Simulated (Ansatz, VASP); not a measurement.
## Hf7Al10O29 (amorphous 58HfO2-42Al2O3 (mol %)): VASP beside Ansatz

Aim: how closely do two programs agree when they are given the same cell, functional and k mesh? The cell is taken from a series of runs on this material, whose earlier steps may have relaxed, scaled, displaced or heated it; both programs get it as it stands.

Calculated with Ansatz 0.2.0; plane waves, with VASP 6.6.1 beside it; single point at PBE.

**1. Set-up**

The cell holds 92 atoms: 14 Hf, 20 Al and 58 O. Its edges and angles: a = 10.418 Å, b = 10.418 Å, c = 10.418 Å, α = 90.0°, β = 90.0°, γ = 90.0°. As first built, before any earlier steps moved the atoms (in the runner's words): 92 atoms (14 Zr, 20 Al, 58 O) placed at random at 4.03 g/cm^3, melted at 5000 K for 10 ps at fixed volume with the Morse and Coulomb pair potential with partial charges (Pedone, Malavasi, Menziani, Cormack and Segre, J. Phys. Chem. B 110, 11780 (2006)). Quenched from 5000 K to 300 K at 50 K/ps and fixed volume, held 5 ps, then minimised at fixed cell. Then Zr was replaced by Hf (the potential has no terms for the new elements, so the cell is a start for a DFT relaxation).

**2. Ansatz: single point, PBE, pair 1**

Ansatz runs on its default PAW (the set named soft_2) files.

With cell and atoms fixed, the geometry can't cause a difference; cores, projectors, grids and the points listed under the comparison can.

The input, input.yaml:

```yaml
crystal:
  lattice:
    - [10.4183, 0.0, 0.0]
    - [0.0, 10.4183, 0.0]
    - [0.0, 0.0, 10.4183]
  atoms:
    - { symbol: Hf, position: [0.58957, 0.00939, 0.00058] }
    - { symbol: Hf, position: [0.36616, 0.66535, 0.48772] }
    - { symbol: Hf, position: [0.86573, 0.12983, 0.45824] }
    - { symbol: Hf, position: [0.85123, 0.65829, 0.35209] }
    - { symbol: Hf, position: [0.36291, 0.81495, 0.20357] }
    - { symbol: Hf, position: [0.34601, 0.88712, 0.75748] }
    - { symbol: Hf, position: [0.59927, 0.43977, 0.50563] }
    - { symbol: Hf, position: [0.54977, 0.15097, 0.64927] }
    - { symbol: Hf, position: [0.6076, 0.36507, 0.93402] }
    - { symbol: Hf, position: [0.08791, 0.42556, 0.5526] }
    - { symbol: Hf, position: [0.63512, 0.8937, 0.346] }
    - { symbol: Hf, position: [0.34481, 0.58978, 0.98381] }
    - { symbol: Hf, position: [0.3668, 0.32231, 0.34566] }
    - { symbol: Hf, position: [0.00275, 0.95848, 0.7315] }
    - { symbol: Al, position: [0.23928, 0.14009, 0.57834] }
    - { symbol: Al, position: [0.3052, 0.33576, 0.78984] }
    - { symbol: Al, position: [0.87952, 0.11509, 0.18106] }
    - { symbol: Al, position: [0.18191, 0.11932, 0.26936] }
    - { symbol: Al, position: [0.70136, 0.8789, 0.62348] }
    - { symbol: Al, position: [0.55541, 0.67049, 0.75783] }
    - { symbol: Al, position: [0.80878, 0.7668, 0.90536] }
    - { symbol: Al, position: [0.07124, 0.51739, 0.86827] }
    - { symbol: Al, position: [0.14403, 0.54576, 0.25307] }
    - { symbol: Al, position: [0.87445, 0.62138, 0.65509] }
    - { symbol: Al, position: [0.71086, 0.35614, 0.24885] }
    - { symbol: Al, position: [0.10595, 0.73975, 0.53181] }
    - { symbol: Al, position: [0.10331, 0.81032, 0.98414] }
    - { symbol: Al, position: [0.89026, 0.49996, 0.06963] }
    - { symbol: Al, position: [0.36434, 0.25136, 0.03773] }
    - { symbol: Al, position: [0.64816, 0.69386, 0.08294] }
[... 56 atom lines left out ...]
    - { symbol: O, position: [0.47682, 0.30232, 0.7804] }
    - { symbol: O, position: [0.84194, 0.99854, 0.61433] }
    - { symbol: O, position: [0.76473, 0.29589, 0.8251] }
    - { symbol: O, position: [0.36691, 0.06863, 0.66525] }
    - { symbol: O, position: [0.29432, 0.22214, 0.18379] }
    - { symbol: O, position: [0.26461, 0.81538, 0.5815] }
kpoints:
  mp_grid: { grid: [1, 1, 1] }
hamiltonian:
  xc: pbe
scf:
  occupations: { method: fermi_dirac, width: 0.025 }
output:
  forces: true
```

Started as:

```sh
ansatz run input.yaml --threads 4 --pin off --max-ram 8192MiB --backend cpu --events-out ev --progress --plain --runs-dir out
```

Numbers of over 12 decimals in the logs are rounded to 6 here.

What it wrote:

```text
Engine: ansatz 0.2.0, aarch64-unknown-linux-gnu
Pseudopotentials: kind: paw
Pseudopotential: Hf, paw, valence charge 26, recommended cutoff 420 eV (normal), Hf.paw.azcp
Pseudopotential: Al, paw, valence charge 3, recommended cutoff 420 eV (normal), Al.paw.azcp
Pseudopotential: O, paw, valence charge 6, recommended cutoff 420 eV (normal), O.paw.azcp
Functional definition: PBE
  parameter kappa = 0.804
  parameter beta = 0.066725
  exchange = pbe_x(kappa = kappa, mu = beta*pi^2/3)
  correlation = pbe_c(beta = beta)
Crystal: 92 atoms, lattice volume = 1130.812 Å³
Basis set: ecut = 420 eV, 22119 PW (Γ), exchange–correlation on 144×144×144 points (8 copies of the dense FFT grid, shifted against one another)
Bands: 478, of which v1, the nominal top of the filled ones, is band 386 counted from 1 (385 counted from 0)
Symmetry: 1 space group operations
Space group: P1 (ITA 1), of the structure as read, at distance tolerance 1.0e-4 Å
k-points: 1
Non-local potential: Hf, projectors of the file, l = 0: 3, l = 1: 2, l = 2: 2, l = 3: 3
Non-local potential: Al, projectors of the file, l = 0: 2, l = 1: 2, l = 2: 1
Non-local potential: O, projectors of the file, l = 0: 2, l = 1: 2, l = 2: 1
PAW form: soft (Blöchl's): semilocal exchange-correlation on the pseudo side does not see the compensation charge
PAW one-centre angular grid: Hf, 590 points (default); XC on 64 Gauss nodes
PAW one-centre angular grid: Al, 110 points (default); XC on 64 Gauss nodes
PAW one-centre angular grid: O, 110 points (default); XC on 64 Gauss nodes
Initial density: superposition of atomic densities (neutral atoms: chi_scale 0, normalization atom), corrected by the library's trained network
Initial wavefunctions: pseudopotential atomic-orbital guess
Functional: x = pbe(κ = 0.804, μ = 0.219515), c = pbe(β = 0.066725)
SCF iter   1: F=—  HF=-263895.271686 eV  |F-HF|=—  |Δ(HF+E_count)|=         —  Δρ=3.30e-3  dr2=1.71e-1  ethr=1.77e-3  ⟨swp⟩=6.0  Hψ=1787  notcnv=0  defer=70
preconditioner: auto → Resta (q_TF=auto, 2.560 Å⁻¹)  ε∞=4.3  [insulator: Δε(μ)=3.497 eV  Ē_g=16.698 eV  σ=0.025 eV  W_gap=1.00  n_scr=340 (ndim 8)  ℏωp=30.1 eV  f_vac=0.084  D(μ)=0.00/eV (n_scr^D=0)  ε∞_Penn≈4.3]
SCF iter   2: F=—  HF=-263895.259343 eV  |F-HF|=—  |Δ(HF+E_count)|=   1.23e-2  Δρ=1.69e-3  dr2=3.58e-2  ethr=2.22e-5  ⟨swp⟩=2.0  Hψ=887  notcnv=0  defer=85
SCF iter   3: F=—  HF=-263895.258492 eV  |F-HF|=—  |Δ(HF+E_count)|=   8.51e-4  Δρ=7.20e-4  dr2=1.06e-2  ethr=4.64e-6  ⟨swp⟩=2.0  Hψ=684  notcnv=0  defer=54
automatic band count: iteration 3 solves 447 bands in place of 478: the levels show a gap, and the empty bands left out lie too high to hold charge; the band table lists the bands solved (type scf.n_extra_bands for more)
SCF iter   4: F=—  HF=-263895.257666 eV  |F-HF|=—  |Δ(HF+E_count)|=   8.27e-4  Δρ=2.35e-4  dr2=8.28e-4  ethr=1.37e-6  ⟨swp⟩=2.0  Hψ=682  notcnv=0  defer=54
SCF iter   5: F=—  HF=-263895.257702 eV  |F-HF|=—  |Δ(HF+E_count)|=   3.67e-5  Δρ=1.44e-4  dr2=2.20e-4  ethr=1.07e-7  ⟨swp⟩=2.0  Hψ=776  notcnv=0  defer=54
SCF iter   6: F=—  HF=-263895.257583 eV  |F-HF|=—  |Δ(HF+E_count)|=   1.20e-4  Δρ=3.94e-5  dr2=1.98e-5  ethr=2.85e-8  ⟨swp⟩=2.0  Hψ=775  notcnv=0  defer=54
SCF iter   7: F=—  HF=-263895.258880 eV  |F-HF|=—  |Δ(HF+E_count)|=   1.30e-3  Δρ=2.26e-5  dr2=5.62e-6  ethr=2.56e-9  ⟨swp⟩=2.0  Hψ=833  notcnv=0  defer=54
SCF iter   8: F=—  HF=-263895.258882 eV  |F-HF|=—  |Δ(HF+E_count)|=   1.47e-6  Δρ=1.05e-5  dr2=1.32e-6  ethr=7.28e-10  ⟨swp⟩=2.0  Hψ=775  notcnv=0  defer=54
SCF iter   9: F=—  HF=-263895.258882 eV  |F-HF|=—  |Δ(HF+E_count)|=   6.17e-7  Δρ=3.39e-6  dr2=1.66e-7  ethr=1.71e-10  ⟨swp⟩=2.0  Hψ=774  notcnv=0  defer=54
SCF iter  10: F=-263895.258883 eV  HF=-263895.258883 eV  |F-HF|=2.15e-8  |Δ(HF+E_count)|=   1.47e-7  Δρ=2.53e-6  dr2=6.79e-8  ethr=1.30e-11  ⟨swp⟩=4.0  Hψ=1491  notcnv=0
SCF 1 converged in 10 iterations: F = -263895.258883 eV  dr2 = 6.79e-8
  greatest PAW one-centre occupation: 0.999 electrons in one spin orbital (limit 2), on the Hf atom at site 3 (counted from 0), in its partial waves of l = 0
SCF converged after 10 iterations
Free energy (F): -263895.258883 eV
Harris-Foulkes:  -263895.258883 eV  (|F-HF|=2.15e-8)
Internal energy: -263895.258883 eV  (E = F + TS)
E sigma→0 (E₀):  -263895.258883 eV
Fermi energy:    10.062298 eV
--- Per-component energies (eV) ---
  E_band       = -2951.214883
  E_kinetic    = 16585.318766
  E_local      = -133818.537645  (includes V_loc(G=0)·N_el)
  E_nonlocal   = -14431.257059
  E_hartree    = 60347.618928
  E_xc         = -9287.312384
  E_vxc        = -9782.035462  (∫ρ·V_xc dr)
  E_paw        = -115506.742676  (= ΣΔE_a)
  E_vpaw       = 17799.912672  (= ΣTr[D̂ρ^β])
  E_aug_tail   = 0.144371  (compensation charges beyond the density's cutoff)
  E_ewald      = -67784.491184
  E_smearing   = -0.000000  (= −TS)
  E_closure    = -0.000000  (closes the sum)
  Σ components = -263895.258883   (vs F -263895.258883, Δ=0.00e0)
--- Forces (eV/Å), atoms counted from 1 ---
  atom   1  Hf    -2.30563808    -0.70998545    -0.40573288
  atom   2  Hf     0.65227944    -0.26751592    -0.21508572
  atom   3  Hf    -0.55853895    -0.45596026     0.69266580
  atom   4  Hf    -0.24771643     0.00179817    -0.01741655
  atom   5  Hf    -0.40403127    -0.31157937    -0.22474747
  atom   6  Hf     0.34019142    -0.43488492     1.51200884
  atom   7  Hf    -0.26143391     0.12520203    -0.25164138
  atom   8  Hf     0.27350965     0.02883613    -0.11291909
  atom   9  Hf    -0.36289208     1.01447247    -0.71850023
  atom  10  Hf     0.95745639     0.48745708    -0.85462874
  atom  11  Hf     0.22250453     0.30041074    -0.02880873
  atom  12  Hf    -0.06601361    -0.20579728     0.78402909
  atom  13  Hf     1.96478134     0.71062524     0.72982070
  atom  14  Hf     0.94792417    -0.30433591    -0.67362006
  atom  15  Al     0.35729960     0.46433817     0.54410795
  atom  16  Al     0.33438836     0.39477485     0.34348952
  atom  17  Al    -0.12409919    -0.15255562    -0.07188578
  atom  18  Al    -0.22980811     0.20069772    -0.58889144
  atom  19  Al     0.25141980     0.32266515    -0.27423515
  atom  20  Al    -0.33105393     0.58530462    -0.03391948
  atom  21  Al     0.18327283    -0.20170176     0.09939685
  atom  22  Al     0.19086675     0.06172356     0.05436087
  atom  23  Al    -0.06216129     0.52056766     0.78128751
  atom  24  Al     0.73945652    -0.18949251    -0.27908922
[...]
atom  85  O      0.10473575     0.14385066     0.11300293
  atom  86  O      0.09580858    -0.46699079     0.09085743
  atom  87  O     -0.13471048    -0.10549630    -0.24234874
  atom  88  O     -0.38227039     0.03772601    -0.52240951
  atom  89  O     -0.01307564    -0.37412448     0.68737400
  atom  90  O      0.71620464     0.21026635    -0.23952348
  atom  91  O     -0.32130151    -0.28109258     0.87621633
  atom  92  O     -0.26884514     0.05398973    -0.31096387
  max |Σ_I F_I| component: 1.74e-4 eV/Å
```

**3. VASP: single point, PBE, pair 1**

The same cell, functional, mesh and smearing now go to VASP, with its own data sets.

Lines of VASP's logs that name or quote its potential files are left out, and so is its time.

The input, INCAR:

```
SYSTEM = Hf7Al10O29
PREC = Accurate
ENCUT = 520
EDIFF = 1E-06
NELM = 120
ISMEAR = -1
SIGMA = 0.025
LREAL = Auto
ALGO = Normal
GGA = PE
NBANDS = 344
LASPH = .TRUE.
LORBIT = 11
LWAVE = .FALSE.
LCHARG = .FALSE.
ISIF = 2
GGA_COMPAT = .FALSE.
EFERMI = MIDGAP
NCORE = 2
```

The input, POSCAR:

```
Hf7Al10O29
1.0
   10.4183000000      0.0000000000      0.0000000000
    0.0000000000     10.4183000000      0.0000000000
    0.0000000000      0.0000000000     10.4183000000
Hf Al O
14 20 58
Direct
    0.5895700000      0.0093900000      0.0005800000
    0.3661600000      0.6653500000      0.4877200000
    0.8657300000      0.1298300000      0.4582400000
    0.8512300000      0.6582900000      0.3520900000
    0.3629100000      0.8149500000      0.2035700000
    0.3460100000      0.8871200000      0.7574800000
    0.5992700000      0.4397700000      0.5056300000
    0.5497700000      0.1509700000      0.6492700000
    0.6076000000      0.3650700000      0.9340200000
    0.0879100000      0.4255600000      0.5526000000
    0.6351200000      0.8937000000      0.3460000000
    0.3448100000      0.5897800000      0.9838100000
    0.3668000000      0.3223100000      0.3456600000
    0.0027500000      0.9584800000      0.7315000000
    0.2392800000      0.1400900000      0.5783400000
    0.3052000000      0.3357600000      0.7898400000
    0.8795200000      0.1150900000      0.1810600000
    0.1819100000      0.1193200000      0.2693600000
    0.7013600000      0.8789000000      0.6234800000
    0.5554100000      0.6704900000      0.7578300000
    0.8087800000      0.7668000000      0.9053600000
    0.0712400000      0.5173900000      0.8682700000
    0.1440300000      0.5457600000      0.2530700000
    0.8744500000      0.6213800000      0.6550900000
    0.7108600000      0.3561400000      0.2488500000
    0.1059500000      0.7397500000      0.5318100000
    0.1033100000      0.8103200000      0.9841400000
    0.8902600000      0.4999600000      0.0696300000
    0.3643400000      0.2513600000      0.0377300000
    0.6481600000      0.6938600000      0.0829400000
[... 56 atom lines left out ...]
    0.4768200000      0.3023200000      0.7804000000
    0.8419400000      0.9985400000      0.6143300000
    0.7647300000      0.2958900000      0.8251000000
    0.3669100000      0.0686300000      0.6652500000
    0.2943200000      0.2221400000      0.1837900000
    0.2646100000      0.8153800000      0.5815000000
```

The input, KPOINTS:

```
Automatic mesh
0
Gamma
1 1 1
0 0 0
```

Potentials, in the order of the species: Hf_pv, Al and O (PBE family, release 64).

Started as:

```sh
mpirun -np 8 vasp_gam
```

What it wrote:

```text
[banner, memory and clock lines left out]
running    8 mpi-ranks, on    1 nodes
[...]
LDA part: xc-table for (Slater+PW92), standard interpolation
 POSCAR, INCAR and KPOINTS ok, starting setup
[...]
entering main loop
       N       E                     dE             d eps       ncg     rms          rms(c)
DAV:   1     0.496058887562E+04    0.49606E+04   -0.33797E+05   704   0.162E+03
DAV:   2    -0.488759997568E+03   -0.54493E+04   -0.52460E+04   840   0.420E+02
DAV:   3    -0.913588066462E+03   -0.42483E+03   -0.42154E+03   800   0.113E+02
DAV:   4    -0.922658061591E+03   -0.90700E+01   -0.90271E+01   816   0.178E+01
[...]
DAV:  16    -0.784646067982E+03    0.30049E-06   -0.11508E-04   776   0.253E-02    0.311E-02
DAV:  17    -0.784646068356E+03   -0.37476E-06   -0.84117E-05   800   0.195E-02    0.160E-02
DAV:  18    -0.784646068294E+03    0.62675E-07   -0.74287E-06   744   0.692E-03
   1 F= -.78464607E+03 E0= -.78464607E+03  d E =0.000000E+00
```

OUTCAR, selected parts (step 3):

```text
  FREE ENERGIE OF THE ION-ELECTRON SYSTEM (eV)
  ---------------------------------------------------
  free  energy   TOTEN  =      -784.6460682937 eV

  energy  without entropy=     -784.6460682937  energy(sigma->0) =     -784.64606829
```

The run ends at a pressure of -3.73 GPa, with forces up to 2.7 eV/Å.

**4. Differences**

Known differences besides the potentials themselves: the data sets hold 772 valence electrons in Ansatz (on its default PAW (the set named soft_2) files) and 548 in VASP; the cutoff is 420 eV in Ansatz and 520 eV in VASP (PREC = Accurate, projectors in real space). Total energies have different zeros and are not compared.

The two programs side by side:

| quantity | Ansatz | VASP | difference |
| --- | --- | --- | --- |
| gap on the k mesh (eV) | 3.430 | 3.403 | +0.027 |

Forces on 8 of the 92 atoms, those with the largest forces and the largest differences (eV/Å; atoms numbered as in POSCAR):

| atom | Ansatz x, y, z | VASP x, y, z |
| --- | --- | --- |
| Hf1 | -2.306, -0.710, -0.406 | -2.340, -0.694, -0.441 |
| Hf13 | 1.965, 0.711, 0.730 | 1.998, 0.676, 0.793 |
| O38 | -1.924, -0.228, 0.577 | -2.087, -0.216, 0.646 |
| O48 | 0.611, 1.336, -0.156 | 0.736, 1.403, -0.286 |
| O56 | -1.589, -0.787, 0.515 | -1.725, -0.908, 0.646 |
| O67 | 1.373, -0.170, -2.041 | 1.497, -0.126, -2.193 |
| O74 | 0.118, -1.374, 0.979 | 0.128, -1.516, 1.032 |
| O83 | 1.386, -0.038, 0.620 | 1.539, -0.102, 0.695 |

The forces differ by 61 meV/Å r.m.s., which is 11.2 % of the r.m.s. force of 0.546 eV/Å (both taken over all components). A gap on the mesh is an upper bound, since the band edges may lie between its points; neither run holds spin-orbit coupling, which can move the band edges of a compound of Hf.

(Continued in part 2 of 2.)

[Lines on the potential files, build, host, timing and source positions are cut from VASP's logs without a mark.]

[Logs are printed without paths, hosts, clocks, repeated set-up lines and the standing remarks that a program may print on its own settings, such as how far it seeks lower states.]

[Hosts, paths, dates, database ids (printed as entryN), source tags and the programs' standing remarks are cut or masked in the printed files.]
